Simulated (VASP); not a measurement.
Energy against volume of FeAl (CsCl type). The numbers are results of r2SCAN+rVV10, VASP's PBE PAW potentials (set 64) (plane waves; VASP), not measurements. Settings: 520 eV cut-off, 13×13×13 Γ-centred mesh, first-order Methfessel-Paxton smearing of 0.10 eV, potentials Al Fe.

| V (Å³/atom) | E (eV/atom) |
|---|---|
| 10.714 | -10.48902 |
| 11.056 | -10.51212 |
| 11.398 | -10.52002 |
| 11.740 | -10.51490 |

Fit these four points and predict the energy of the run at 12.082 Å³/atom.

A cubic in V^(−2/3), the third-order Birch-Murnaghan form, passes through the four points with V0 = 11.43 Å³/atom and B0 = 201 GPa, and gives -10.4986 eV/atom there. The run gave -10.4986 eV/atom, +0.0 meV/atom from the fit; all five points give B0 = 201 GPa.

The compound is FeAl in the CsCl type structure. It was relaxed first, which changed the volume by -7 %. The run is not spin-polarised, so no magnetic state was tried.
